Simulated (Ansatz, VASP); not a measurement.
## Cross-check of K4Na4Si11B8O38 between VASP and Ansatz

Wanted: the spread between two codes on one cell, functional and k mesh. Of the first pair: The structure shown is frame 217 of Ansatz's trajectory.

Method: plane waves, with VASP 6.6.1 beside it; single point at PBE, in Ansatz 0.2.0.

### Step 1. The starting structure

The cell holds 65 atoms: 11 Si, 8 B, 4 Na, 4 K and 38 O. Cell: a = 9.639 Å, b = 9.639 Å, c = 9.639 Å, α = 90.0°, β = 90.0°, γ = 90.0°. As first built, before any earlier steps moved the atoms (in the runner's words): 65 atoms (11 Si, 8 B, 4 Na, 4 K, 38 O) placed at random at 2.27 g/cm^3, melted at 3000 K for 20 ps at fixed volume with the Buckingham and Coulomb pair potential of Guillot and Sator (Geochim. Cosmochim. Acta 71, 1249 (2007)) with the boron terms of Wang et al. (J. Non-Cryst. Solids 498, 294 (2018)). Quenched from 3000 K to 300 K at 20 K/ps and fixed volume, held 10 ps at zero pressure.

### Step 2. Ansatz: dynamics, PBE

Ansatz runs on its default PAW (the set named soft_2) files.

One frame of this run of dynamics is then solved in both programs, so the motion causes no difference.

input.yaml reads:

```yaml
crystal:
  lattice:
    - [9.63941, 0.0, 0.0]
    - [0.0, 9.63941, 0.0]
    - [0.0, 0.0, 9.63941]
  atoms:
    - { symbol: Si, position: [0.48968, 0.05732, 0.20864] }
    - { symbol: Si, position: [0.17665, 0.14212, 0.30252] }
    - { symbol: Si, position: [0.88798, 0.84003, 0.54668] }
    - { symbol: Si, position: [0.71051, 0.09247, 0.61127] }
    - { symbol: Si, position: [0.15868, 0.99773, 0.60312] }
    - { symbol: Si, position: [0.49841, 0.37141, 0.85606] }
    - { symbol: Si, position: [0.72884, 0.72256, 0.06524] }
    - { symbol: Si, position: [0.80943, 0.03127, 0.93548] }
    - { symbol: Si, position: [0.21938, 0.25501, 0.80094] }
    - { symbol: Si, position: [0.66282, 0.67621, 0.59936] }
    - { symbol: Si, position: [0.12848, 0.06034, 0.01221] }
    - { symbol: B, position: [0.84034, 0.459, 0.05067] }
    - { symbol: B, position: [0.38959, 0.9143, 0.94713] }
    - { symbol: B, position: [0.74312, 0.38942, 0.6446] }
    - { symbol: B, position: [0.64645, 0.25697, 0.09934] }
    - { symbol: B, position: [0.50775, 0.65739, 0.87021] }
    - { symbol: B, position: [0.55729, 0.79271, 0.32571] }
    - { symbol: B, position: [0.43614, 0.97966, 0.67029] }
    - { symbol: B, position: [0.97336, 0.39208, 0.80959] }
    - { symbol: Na, position: [0.73621, 0.5303, 0.32096] }
    - { symbol: Na, position: [0.9524, 0.383, 0.45507] }
    - { symbol: Na, position: [0.44342, 0.55478, 0.13914] }
    - { symbol: Na, position: [0.8079, 0.00222, 0.25982] }
    - { symbol: K, position: [0.06257, 0.69299, 0.86604] }
    - { symbol: K, position: [0.23513, 0.62662, 0.52444] }
    - { symbol: K, position: [0.1477, 0.69348, 0.1771] }
    - { symbol: K, position: [0.43877, 0.39259, 0.42072] }
    - { symbol: O, position: [0.73602, 0.3809, 0.11588] }
    - { symbol: O, position: [0.52806, 0.29298, 0.00386] }
    - { symbol: O, position: [0.92357, 0.73674, 0.42034] }
    - { symbol: O, position: [0.81227, 0.98702, 0.52112] }
    - { symbol: O, position: [0.34162, 0.10334, 0.26917] }
    - { symbol: O, position: [0.80135, 0.74843, 0.66503] }
    - { symbol: O, position: [0.63537, 0.38075, 0.75742] }
    - { symbol: O, position: [0.1577, 0.30476, 0.32841] }
    - { symbol: O, position: [0.42558, 0.7189, 0.30982] }
    - { symbol: O, position: [0.74203, 0.25108, 0.56589] }
    - { symbol: O, position: [0.64216, 0.65092, 0.93984] }
    - { symbol: O, position: [0.77528, 0.87914, 0.0027] }
    - { symbol: O, position: [0.12541, 0.0628, 0.44206] }
    - { symbol: O, position: [0.98311, 0.04077, 0.92856] }
    - { symbol: O, position: [0.93378, 0.4046, 0.94742] }
    - { symbol: O, position: [0.08509, 0.06948, 0.17579] }
    - { symbol: O, position: [0.87726, 0.40255, 0.702] }
    - { symbol: O, position: [0.70563, 0.51675, 0.559] }
    - { symbol: O, position: [0.31819, 0.93847, 0.60135] }
    - { symbol: O, position: [0.20784, 0.20438, 0.96816] }
    - { symbol: O, position: [0.23333, 0.93156, 0.97434] }
    - { symbol: O, position: [0.43347, 0.52762, 0.87871] }
    - { symbol: O, position: [0.03274, 0.89152, 0.62188] }
    - { symbol: O, position: [0.5493, 0.93807, 0.31254] }
    - { symbol: O, position: [0.85294, 0.59746, 0.08339] }
    - { symbol: O, position: [0.76256, 0.06027, 0.77466] }
    - { symbol: O, position: [0.37738, 0.29349, 0.76789] }
    - { symbol: O, position: [0.53648, 0.68982, 0.71964] }
    - { symbol: O, position: [0.65793, 0.73621, 0.21378] }
    - { symbol: O, position: [0.42161, 0.98112, 0.81269] }
    - { symbol: O, position: [0.15617, 0.12994, 0.70574] }
    - { symbol: O, position: [0.1125, 0.38582, 0.77153] }
    - { symbol: O, position: [0.46023, 0.98673, 0.06101] }
    - { symbol: O, position: [0.74021, 0.14896, 0.03644] }
    - { symbol: O, position: [0.55216, 0.04308, 0.60734] }
    - { symbol: O, position: [0.43042, 0.76825, 0.94091] }
    - { symbol: O, position: [0.58701, 0.1937, 0.2213] }
    - { symbol: O, position: [0.62005, 0.7595, 0.46123] }
kpoints:
  mp_grid: { grid: [1, 1, 1] }
hamiltonian:
  xc: pbe
scf:
  occupations: { method: fixed }
output:
  forces: true
  stress: true
md:
  timestep: 1.0
  n_steps: 652
  ensemble: nve
  temperature: 300
  initial_velocities: maxwell_boltzmann
  seed: 8467
```

Launch:

```bash
ansatz run input.yaml --threads 4 --pin off --max-ram 8192MiB --backend cpu --events-out ev --progress --plain --runs-dir out
```

Numbers of over 12 decimals in the logs are rounded to 6 here.

The log of the run:

```text
Warning: md: disabling space-group detection — thermal motion breaks the input geometry's symmetry, so no spatial operation reduces the k-mesh or symmetrises the density; time reversal is kept, so that k and −k are solved as one point where they differ and the mesh holds both, and exact exchange and, on two spinor components, a DFT+U term hold to it where the run has them: on two components no moment then forms, and  [...]
Warning: output.stress: scf.convergence.dr2_threshold = 6.5e-8 eV (the default of an md: trajectory) is looser than the 6.5e-9 eV advised for a printed stress (1e-10 eV for each atom of the cell: 65). What an SCF threshold leaves in a stress goes as its square root, and in the free energy as the threshold itself, and one threshold admits the most on a small cell: [figures from the program's tests cut] Set scf.converg [...]
Engine: ansatz 0.2.0, aarch64-unknown-linux-gnu
Pseudopotentials: kind: paw
Pseudopotential: Si, paw, valence charge 4, recommended cutoff 420 eV (normal), Si.paw.azcp
Pseudopotential: B, paw, valence charge 3, recommended cutoff 420 eV (normal), B.paw.azcp
Pseudopotential: Na, paw, valence charge 9, recommended cutoff 420 eV (normal), Na.paw.azcp
Pseudopotential: K, paw, valence charge 9, recommended cutoff 420 eV (normal), K.paw.azcp
Pseudopotential: O, paw, valence charge 6, recommended cutoff 420 eV (normal), O.paw.azcp
Functional definition: PBE
  parameter kappa = 0.804
  parameter beta = 0.066725
  exchange = pbe_x(kappa = kappa, mu = beta*pi^2/3)
  correlation = pbe_c(beta = beta)
Crystal: 65 atoms, lattice volume = 895.677 Å³
Basis set: ecut = 420 eV, 17461 PW (Γ), exchange–correlation on 144×144×144 points (8 copies of the dense FFT grid, shifted against one another)
Bands: 249, of which v1, the nominal top of the filled ones, is band 184 counted from 1 (183 counted from 0)
Symmetry: 1 space group operations
k-points: 1
Non-local potential: Si, projectors of the file, l = 0: 2, l = 1: 2, l = 2: 2
Non-local potential: B, projectors of the file, l = 0: 2, l = 1: 2, l = 2: 1
Non-local potential: Na, projectors of the file, l = 0: 3, l = 1: 2, l = 2: 1
Non-local potential: K, projectors of the file, l = 0: 3, l = 1: 2, l = 2: 2
Non-local potential: O, projectors of the file, l = 0: 2, l = 1: 2, l = 2: 1
PAW form: soft (Blöchl's): semilocal exchange-correlation on the pseudo side does not see the compensation charge
PAW one-centre angular grid: Si, 110 points (default); XC on 64 Gauss nodes
PAW one-centre angular grid: B, 110 points (default); XC on 64 Gauss nodes
PAW one-centre angular grid: Na, 110 points (default); XC on 64 Gauss nodes
PAW one-centre angular grid: K, 110 points (default); XC on 64 Gauss nodes
PAW one-centre angular grid: O, 110 points (default); XC on 64 Gauss nodes
Initial density: superposition of atomic densities (neutral atoms: chi_scale 0, normalization atom), corrected by the library's trained network
Initial wavefunctions: pseudopotential atomic-orbital guess
Functional: x = pbe(κ = 0.804, μ = 0.219515), c = pbe(β = 0.066725)
SCF iter   1: F=—  HF=-41959.078069 eV  |F-HF|=—  |Δ(HF+E_count)|=         —  Δρ=3.09e-3  dr2=1.55e-1  ethr=1.77e-3  ⟨swp⟩=6.0  Hψ=813  notcnv=0  defer=63
preconditioner: auto → Resta (q_TF=auto, 2.352 Å⁻¹)  ε∞=2.9  [insulator: Δε(μ)=2.073 eV  Ē_g=16.834 eV  n_scr=202 (ndim 8)  ℏωp=23.3 eV  f_vac=0.166  ε∞_Penn≈2.9]
SCF iter   2: F=—  HF=-41959.054598 eV  |F-HF|=—  |Δ(HF+E_count)|=   2.35e-2  Δρ=1.86e-3  dr2=3.63e-2  ethr=4.22e-5  ⟨swp⟩=3.0  Hψ=396  notcnv=0  defer=63
SCF iter   3: F=—  HF=-41959.050458 eV  |F-HF|=—  |Δ(HF+E_count)|=   4.14e-3  Δρ=7.93e-4  dr2=1.11e-2  ethr=9.85e-6  ⟨swp⟩=4.0  Hψ=326  notcnv=0  defer=52
automatic band count: iteration 3 solves 238 bands in place of 249: the levels show a gap, and the empty bands left out lie too high to hold charge; the band table lists the bands solved (type scf.n_extra_bands for more)
[...]
md step   645: t =   645.00 fs  T =   566.6 K  F+E_penalty+E_count = -41961.26336530 eV  E_kin = 4.687398 eV  conserved = -41956.57596740 eV  P_inst = 0.9215 GPa  (4 SCF iters)
[... from here on, the SCF cycles and remarks between the steps are left out ...]
md step   646: t =   646.00 fs  T =   562.7 K  F+E_penalty+E_count = -41961.23009763 eV  E_kin = 4.654911 eV  conserved = -41956.57518694 eV  P_inst = 1.0123 GPa  (4 SCF iters)
md step   647: t =   647.00 fs  T =   557.5 K  F+E_penalty+E_count = -41961.18645436 eV  E_kin = 4.612319 eV  conserved = -41956.57413573 eV  P_inst = 1.0955 GPa  (4 SCF iters)
md step   648: t =   648.00 fs  T =   553.0 K  F+E_penalty+E_count = -41961.14810143 eV  E_kin = 4.574889 eV  conserved = -41956.57321207 eV  P_inst = 1.1660 GPa  (4 SCF iters)
md step   649: t =   649.00 fs  T =   550.7 K  F+E_penalty+E_count = -41961.12891158 eV  E_kin = 4.556142 eV  conserved = -41956.57277007 eV  P_inst = 1.2190 GPa  (3 SCF iters)
md step   650: t =   650.00 fs  T =   551.5 K  F+E_penalty+E_count = -41961.13565745 eV  E_kin = 4.562688 eV  conserved = -41956.57296970 eV  P_inst = 1.2516 GPa  (9 SCF iters)
md step   651: t =   651.00 fs  T =   555.1 K  F+E_penalty+E_count = -41961.16557775 eV  E_kin = 4.591865 eV  conserved = -41956.57371253 eV  P_inst = 1.2637 GPa  (4 SCF iters)
md step   652: t =   652.00 fs  T =   560.0 K  F+E_penalty+E_count = -41961.20778232 eV  E_kin = 4.633077 eV  conserved = -41956.57470521 eV  P_inst = 1.2578 GPa  (8 SCF iters)
SCF converged after 8 iterations
Free energy (F): -41961.207782 eV
Harris-Foulkes:  -41961.207782 eV  (|F-HF|=1.57e-8)
Internal energy: -41961.207782 eV  (E = F + TS)
E sigma→0 (E₀):  -41961.207782 eV
Fermi energy:    2.973867 eV
--- Per-component energies (eV) ---
  E_band       = -2567.927670
  E_kinetic    = 9136.875136
  E_local      = -30135.854464  (includes V_loc(G=0)·N_el)
  E_nonlocal   = 2693.152256
  E_hartree    = 11367.453282
  E_xc         = -4382.234582
  E_vxc        = -5280.876247  (∫ρ·V_xc dr)
  E_paw        = -16487.312343  (= ΣΔE_a)
  E_vpaw       = -1716.229511  (= ΣTr[D̂ρ^β])
  E_aug_tail   = 0.096572  (compensation charges beyond the density's cutoff)
  E_ewald      = -14153.383639
  E_smearing   = -0.000000  (= −TS)
  E_closure    = -0.000000  (closes the sum)
  Σ components = -41961.207782   (vs F -41961.207782, Δ=0.00e0)
--- Forces (eV/Å), atoms counted from 1 ---
  atom   1  Si    -0.71953028    -0.90916647    -0.78241100
  atom   2  Si     0.29294615    -1.49975648     1.19609411
  atom   3  Si     1.90086482     0.15203224    -0.39663353
  atom   4  Si    -0.58941430    -0.06461259    -0.60960543
  atom   5  Si    -2.27818355     1.33669550    -0.83692695
  atom   6  Si     2.16012298     1.92778259     0.37898760
  atom   7  Si     3.72143387     1.95390215    -0.14899085
  atom   8  Si     2.36902614    -1.61756574    -1.36424378
  atom   9  Si    -0.61819536     1.04537543    -0.83348314
  atom  10  Si    -2.65027802     1.17819135    -0.37067134
  atom  11  Si    -2.51703085     0.87526969     0.89187285
  atom  12  B      0.66643069    -1.26899024    -1.56084019
  atom  13  B      1.91478436    -1.45033039     1.22781735
  atom  14  B     -0.98336279    -0.68083026     1.41221115
  atom  15  B     -1.30651527     1.36869373    -1.17434479
  atom  16  B      0.39764757     0.15183874     0.66032037
  atom  17  B      0.25538845    -1.27387727     0.57496639
  atom  18  B      0.43152982     0.21120420     1.82153604
  atom  19  B     -0.75306827     0.32876633    -2.69148151
  atom  20  Na    -0.90300812    -0.36817356    -1.36762324
  atom  21  Na    -0.22854315    -0.49452564     0.31959793
  atom  22  Na    -0.42069941     0.33877589     0.19539002
  atom  23  Na     0.34847132    -0.03500909     0.11139237
  atom  24  K      0.26809065     0.08518363    -0.22458464
[...]
atom  58  O     -0.24614302    -0.32482190     0.16786343
  atom  59  O      1.69691715    -0.45852679     0.21686406
  atom  60  O     -0.17999006     0.65272657     0.36789407
  atom  61  O      0.26774001    -0.61245805     1.20557152
  atom  62  O      1.23301417     0.76464073    -0.76660279
  atom  63  O     -0.54470307     2.13252416    -0.51004261
  atom  64  O      0.28382789    -0.18845786    -0.43299857
  atom  65  O      0.35651237    -0.07971833     0.53816248
  max |Σ_I F_I| component: 9.60e-5 eV/Å
--- Stress (GPa, compression-positive) ---
        1.586608       0.085289       0.240378
        0.085293      -2.508383       1.648727
        0.240379       1.648732       3.011862
  P = ⅓ Tr σ = 0.6967 GPa (6.967 kbar)
--- MD trajectory: 652 steps, t = 0.0 → 652.0 fs ---
  final state: T = 560.0 K   F+E_penalty+E_count = -41961.20778232 eV   E_kin = 4.633077 eV
  conserved energy: peak-to-peak 1.184e-2 eV (1.822e-4 eV/atom) over 652.0 fs
```

Reading the cycles: dr2 is the Hartree energy of the density residual (eV), the measure of convergence; HF is the Harris–Foulkes estimate of the energy, which meets the free energy F at convergence.

### Step 3. VASP: single point, PBE, pair 1

The same cell, functional and mesh now go to VASP, with its own data sets.

Lines of VASP's logs that name or quote its potential files are left out, and so is its time.

INCAR reads:

```
SYSTEM = K4Na4Si11B8O38
PREC = Accurate
ENCUT = 520
EDIFF = 1E-06
NELM = 120
ISMEAR = 0
SIGMA = 0.01
LREAL = Auto
ALGO = Normal
GGA = PE
NBANDS = 232
LORBIT = 11
LWAVE = .FALSE.
LCHARG = .FALSE.
ISIF = 2
LASPH = .TRUE.
GGA_COMPAT = .FALSE.
EFERMI = MIDGAP
NCORE = 2
```

POSCAR reads:

```
K4Na4Si11B8O38
1.0
    9.6394100000      0.0000000000      0.0000000000
    0.0000000000      9.6394100000      0.0000000000
    0.0000000000      0.0000000000      9.6394100000
Si B Na K O
11 8 4 4 38
Direct
    0.4717197422      0.0281863724      0.2073259670
    0.1670952890      0.1583499405      0.2970928719
    0.9045470625      0.8394289692      0.5293996209
    0.7221603812      0.0693092212      0.6282749670
    0.1597400671      0.0179564932      0.5991756757
    0.5154257366      0.3830939860      0.8722940512
    0.7090164232      0.7270258242      0.0316201925
    0.8077154100      0.0236840222      0.9242681865
    0.2211857365      0.2799341453      0.8000800879
    0.6671258926      0.6433692519      0.5820169492
    0.1180985143      0.0772765138      0.9923335557
    0.8151017542      0.4358150551      0.0189430681
    0.3611113128      0.9046508033      0.9486161497
    0.7388107778      0.3730000073      0.6576958548
    0.6227040867      0.2236755154      0.0672551536
    0.4985056139      0.6755600187      0.8569404144
    0.5029768419      0.7888657086      0.3660701225
    0.4322359978      0.9956211013      0.7029060907
    0.9667085434      0.3986758526      0.8207971235
    0.8338269666      0.5825149050      0.2779008259
    0.9345903951      0.3077574250      0.4678709589
    0.3941423801      0.6226210940      0.1259516921
    0.7979845239      0.8973899855      0.2327113381
    0.0280930057      0.7260402867      0.8623971799
    0.2866254262      0.6708916832      0.6020804178
    0.1657466588      0.8279552379      0.2568829420
    0.5038586387      0.2733258571      0.4597480551
    0.7185709499      0.3724398070      0.1019668216
    0.5099689711      0.2699750296      0.9965558058
    0.9651939278      0.7839172729      0.3865693025
    0.8056094719      0.9778710523      0.5039520054
    0.3261817891      0.0972569898      0.2777452147
    0.8195003636      0.7239965932      0.6258266844
    0.6494277139      0.3731244962      0.7639264229
    0.1216568234      0.3148429209      0.3273333119
    0.3809154295      0.7268909612      0.3331116738
    0.7541229183      0.2249411530      0.5923495318
    0.6169879692      0.7516953838      0.9033125471
    0.8268140892      0.8655716481      0.0037761647
    0.1238665022      0.0598999316      0.4411162094
    0.9765016739      0.0560407743      0.9050865146
    0.9333766278      0.3796186696      0.9534400964
    0.0727015450      0.0847562247      0.1560780172
    0.8914653490      0.3957918586      0.6980198996
    0.7046178137      0.4849051965      0.5420871194
    0.3170940960      0.9538861818      0.6236688760
    0.2087887122      0.2175859311      0.9527657813
    0.2085604824      0.9277642511      0.9624862932
    0.4881937795      0.5347526456      0.9302851523
    0.0351266312      0.8999720937      0.6249448877
    0.5384561918      0.9311773231      0.3301031910
    0.8148942726      0.5854507693      0.0069091366
    0.7752549171      0.9880075648      0.7653372976
    0.3731244962      0.3395124805      0.7725369084
    0.5267023604      0.6519174929      0.7014225974
    0.6554861760      0.7147532888      0.1826460333
    0.4404315202      0.9886082239      0.8423544595
    0.1636407207      0.1663587294      0.6837140447
    0.1149655425      0.4097242466      0.7924447658
    0.4478074903      0.9299531818      0.0752743166
    0.7168696009      0.1407866249      0.9942838825
    0.5407696114      0.0655538046      0.6279015002
    0.3753238009      0.7493819642      0.9012273573
    0.5816642305      0.1625929388      0.2038817728
    0.5964472929      0.7255630791      0.4542601674
```

KPOINTS reads:

```
Automatic mesh
0
Gamma
1 1 1
0 0 0
```

The projector-augmented-wave data sets are Si, B, Na_pv, K_sv and O (PBE family, release 64).

Launch:

```bash
mpirun -np 8 vasp_gam
```

The log of the run:

```text
[banner, memory and clock lines left out]
running    8 mpi-ranks, on    1 nodes
[...]
LDA part: xc-table for (Slater+PW92), standard interpolation
 POSCAR, INCAR and KPOINTS ok, starting setup
[...]
entering main loop
       N       E                     dE             d eps       ncg     rms          rms(c)
DAV:   1     0.415644153257E+04    0.41564E+04   -0.20235E+05   464   0.162E+03
DAV:   2    -0.157599945395E+02   -0.41722E+04   -0.39580E+04   560   0.436E+02
DAV:   3    -0.501916232359E+03   -0.48616E+03   -0.47877E+03   544   0.169E+02
DAV:   4    -0.525629947372E+03   -0.23714E+02   -0.23541E+02   600   0.393E+01
[...]
DAV:  17    -0.466815789074E+03   -0.97181E-06   -0.52344E-05   536   0.201E-02    0.121E-02
DAV:  18    -0.466815788160E+03    0.91430E-06   -0.14318E-05   520   0.967E-03    0.485E-03
DAV:  19    -0.466815788366E+03   -0.20635E-06   -0.28178E-06   432   0.539E-03
   1 F= -.46681579E+03 E0= -.46681579E+03  d E =0.000000E+00
```

Parts of OUTCAR (step 3):

```text
  Total      -13.9383395    -12.5225608     10.0046069     -6.7523588     -2.3654734      7.0183853
  in kB      -24.9327545    -22.4002246     17.8961352    -12.0785481     -4.2313338     12.5544136
  external PRESSURE =      -9.8122813 kB  Pullay stress =       0.0000000 kB

 POSITION                                       TOTAL-FORCE (eV/Angst)
 -----------------------------------------------------------------------------------
      4.54710      0.27170      1.99850        -0.150418      0.607063      1.148229
      1.61070      1.52640      2.86380        -1.021194     -0.467653      0.080078
      8.71930      8.09160      5.10310        -0.151876      0.457229     -0.117050
      6.96120      0.66810      6.05620        -2.327517     -2.578960     -0.643463
      1.53980      0.17309      5.77570         0.055939      0.333304     -0.215444
      4.96840      3.69280      8.40840        -0.788465     -0.949634     -2.055770
      6.83450      7.00810      0.30480         2.367645     -0.564459     -0.512533
      7.78590      0.22830      8.90940         1.547231     -1.610945      0.751745
      2.13210      2.69840      7.71230        -0.407706      0.157637     -1.084438
      6.43070      6.20170      5.61030        -2.262905      1.980087      2.359847
      1.13840      0.74490      9.56551         0.820290     -1.071495      0.482287
      7.85710      4.20100      0.18260        -1.081934      0.960397      0.890718
      3.48090      8.72030      9.14410         1.734379     -1.114848     -1.235471
      7.12170      3.59550      6.33980         2.344198     -0.104365     -0.750702
[...]
-----------------------------------------------------------------------------------
    total drift:                               -0.026310      0.011910      0.016294

  FREE ENERGIE OF THE ION-ELECTRON SYSTEM (eV)
  ---------------------------------------------------
  free  energy   TOTEN  =      -466.8157883659 eV

  energy  without entropy=     -466.8157883659  energy(sigma->0) =     -466.81578837

[... 2 further parts left out ...]
```

The run ends at a pressure of -0.98 GPa, with forces up to 3.8 eV/Å.

[end of part 1 of 3]

[Lines on the potential files, build, host, timing and source positions are cut from VASP's logs without a mark.]

[Logs are printed without paths, hosts, clocks, repeated set-up lines and the standing remarks that a program may print on its own settings, such as how far it seeks lower states.]

[Hosts, paths, dates, database ids (printed as entryN), source tags and the programs' standing remarks are cut or masked in the printed files.]
